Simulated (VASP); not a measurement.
Input for VASP

**POSCAR**
```
HfTe
1
    0.0000000000     3.3804000000     3.3804000000
    3.3804000000     0.0000000000     3.3804000000
    3.3804000000     3.3804000000     0.0000000000
Hf Te
1 1
Direct
  0.0000000000   0.0000000000   0.0000000000
  0.5000000000   0.5000000000   0.5000000000
```

### KPOINTS
```
Automatic mesh
0
Gamma
  9 9 9
```

### INCAR
```
IBRION  =  2   # conjugate gradients
NELM  =  100   # most electronic steps
ISIF  =  3   # ions, shape and volume
NSW  =  60
ENCUT  =  400
SIGMA  =  0.1
EDIFFG  =  -0.01   # ionic stop
ISMEAR  =  1   # Methfessel-Paxton
LCHARG  =  F
EDIFF  =  1E-6
LWAVE  =  F
LREAL  =  F
ALGO  =  Normal
LMAXMIX  =  6
PREC  =  Accurate
LASPH  =  T
SYSTEM  =  HfTe
GGA  =  PS   # PBEsol
```

POTCAR, in this order: Hf_pv Te (PBE.64 set). Program: vasp_std.

**Question.** Write an equivalent input for Ansatz.

**Answer.** One equivalent input (not run):
Ansatz 0.2 input:
```yaml
crystal:
  lattice:
    - [0.0000000, 3.3804000, 3.3804000]
    - [3.3804000, 0.0000000, 3.3804000]
    - [3.3804000, 3.3804000, 0.0000000]
  atoms:
    - { symbol: Hf, position: [0.0000000, 0.0000000, 0.0000000] }
    - { symbol: Te, position: [0.5000000, 0.5000000, 0.5000000] }
kpoints:
  mp_grid: { grid: [9, 9, 9] }
hamiltonian:
  xc: pbesol
  pseudopotentials: { kind: paw }
scf:
  occupations: { method: methfessel_paxton, width: 0.1 }
  max_iter: 100
relax:
  max_steps: 60
  f_tol: 0.01
  cell: {}
output: { forces: true, stress: true, eigenvalues: true }
```
The two are equivalent in intent, not identical: each code has its own PAW files, so the cut-off isn't converted (ENCUT is set for VASP's; basis.ecutwfc is left out, and Ansatz then takes the one that its files recommend); Ansatz stops its SCF on the density residual and VASP on the energy change (EDIFF).

The structure was generated: HfTe was put into the rock salt type (Fm-3m), which need not be its known phase. This run relaxes it. Symmetry was kept, so distortions that lower it aren't found.
